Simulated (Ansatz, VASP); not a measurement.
# HfIn4SiO6: VASP beside Ansatz

```
Hf In Si O
1.0
     3.23023   -5.57768   -0.02470
     3.23023    5.57768   -0.02470
    -1.49068    0.00000    6.32030
Hf In Si O
1 4 1 6
Direct
  0.10987 0.10064 0.01837
  0.78076 0.48675 0.00728
  0.47820 0.78947 0.00336
  0.54449 0.22101 0.48676
  0.21463 0.54155 0.48116
  0.84778 0.84877 0.44769
  0.82922 0.58469 0.37181
  0.58130 0.83688 0.38171
  0.03014 0.03360 0.28735
  0.98414 0.97690 0.69159
  0.42240 0.14295 0.08171
  0.14318 0.42885 0.07573
```

Change from the starting cell: atoms moved at random, drawn with an rms of 0.05 Å.

Alike in both runs: task single point; functional PBE; k mesh 5 × 5 × 4; occupations fermi-dirac, width 0.05 eV; no spin polarisation.

|  | VASP | Ansatz |
| --- | --- | --- |
| version | VASP 6.6.1 | Ansatz 0.2.0 |
| potentials or method | VASP PAW PBE potentials, release 64 (Hf_pv, In_d, Si, O) | Ansatz PAW |
| plane-wave cutoff (eV) | 520 | 420 |
| valence electrons in the cell | 102 | 118 |

|  | VASP | Ansatz | Ansatz less VASP |
| --- | --- | --- | --- |
| gap on the k mesh at the Fermi level (eV) | 0.57 | 0.58 | +0.012 |
| least direct gap on the mesh (eV) | 0.82 | 0.83 | +0.010 |
| pressure (GPa) | 0.2 | 0.4 | +0.24 |
| largest component of the traceless stress (GPa) | 0.98 | 0.99 | +0.005 |
| rms of the force components (eV/Å) | 0.846 | 0.862 | +0.0156 |

Atom by atom the forces differ by 0.049 eV/Å (rms over components). The two sets of potentials don't hold the same shells in valence.

Caveats: spin-orbit coupling is left out, which moves the levels of the heavy elements; an odd mesh through Γ misses points on the zone boundary, where band edges often lie (VASP); odd divisions of the mesh miss points on the zone boundary, where band edges often lie, so the gap on the mesh can be too wide (Ansatz); the pressure holds a Pulay correction of +0.3 GPa for the finite cutoff (Ansatz).
